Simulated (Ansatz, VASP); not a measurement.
One calculation of LiSi2C3, two programs

Contents of INCAR:

```
PREC = Accurate ; ENCUT = 600
EDIFF = 1E-6 ; ISMEAR = 0
SIGMA = 0.1 ; LREAL = F
LASPH = T ; NELM = 80
ALGO = Normal ; ISIF = 3
LWAVE = F ; LCHARG = F
GGA = PE ; IBRION = 2
NSW = 90 ; EDIFFG = -0.04
```

KPOINTS

```
Automatic mesh
0
Gamma
  6 6 4
```

File POSCAR:

```
LiSi2C3
1.0
    3.0081409273      0.0000000000      0.0000000000
   -1.5040704636      2.6051264612      0.0000000000
    0.0000000000      0.0000000000      7.2982059502
Li Si C
1 2 3
Direct
    0.0000000000      0.0000000000      0.0000000000
    0.6666666667      0.3333333333      0.6918692152
    0.3333333333      0.6666666667      0.3081307848
    0.3333333333      0.6666666667      0.7913306347
    0.6666666667      0.3333333333      0.2086693653
    0.0000000000      0.0000000000      0.5000000000
```

Input for Ansatz:

```yaml
crystal:
  lattice:
    - [3.0081409273, 0.0, 0.0]
    - [-1.5040704636, 2.6051264612, 0.0]
    - [0.0, 0.0, 7.2982059502]
  atoms:
    - { symbol: Li, position: [0.0, 0.0, 0.0] }
    - { symbol: Si, position: [0.6666666667, 0.3333333333, 0.6918692152] }
    - { symbol: Si, position: [0.3333333333, 0.6666666667, 0.3081307848] }
    - { symbol: C, position: [0.3333333333, 0.6666666667, 0.7913306347] }
    - { symbol: C, position: [0.6666666667, 0.3333333333, 0.2086693653] }
    - { symbol: C, position: [0.0, 0.0, 0.5] }
basis:
  ecutwfc: 420
kpoints:
  mp_grid: { grid: [6, 6, 4] }
hamiltonian:
  xc: pbe
scf:
  occupations: { method: gaussian, width: 0.1 }
  lower_state_search: "off"
output:
  forces: true
  stress: true
  eigenvalues: true
relax:
  adjacent_minimum: "off"
  f_tol: 0.04
  max_steps: 70
  cell: { stress_tol: 0.4 }
```

Alike in both runs: task relaxation of cell and atoms; functional PBE; k mesh 6 × 6 × 4; occupations gaussian, width 0.1 eV; no spin polarisation.

```csv
,VASP,Ansatz
version,VASP 6.6.1,Ansatz 0.2.0
potentials or method,"VASP PAW PBE potentials, release 64 (Li_sv, Si, C)","scalar-relativistic, plane waves, PAW"
plane-wave cutoff (eV),600,420
valence electrons in the cell,23,23
```

Ansatz gave:

* gap on the k mesh at the Fermi level, each at its own relaxed structure (eV): none
* relaxed volume (Å³/atom): 9.53
* relaxed cell length with the largest relative difference (Å): 7.309

Question: What did VASP give for the same quantities?

Answer: gap on the k mesh at the Fermi level, each at its own relaxed structure (eV): none; relaxed volume (Å³/atom): 9.53; relaxed cell length with the largest relative difference (Å): 7.298.

A gap of «none» marks a metal or a gap that the smearing closes.

Caveats: the k mesh is coarse (spacing up to 0.40 Å⁻¹), so the values aren't converged; the cutoff is under 1.25 times the usual one of these potentials, so pressure, stress and relaxed cells hold a basis-set (Pulay) error (VASP); the relaxation stopped at its first step, so nothing moved.
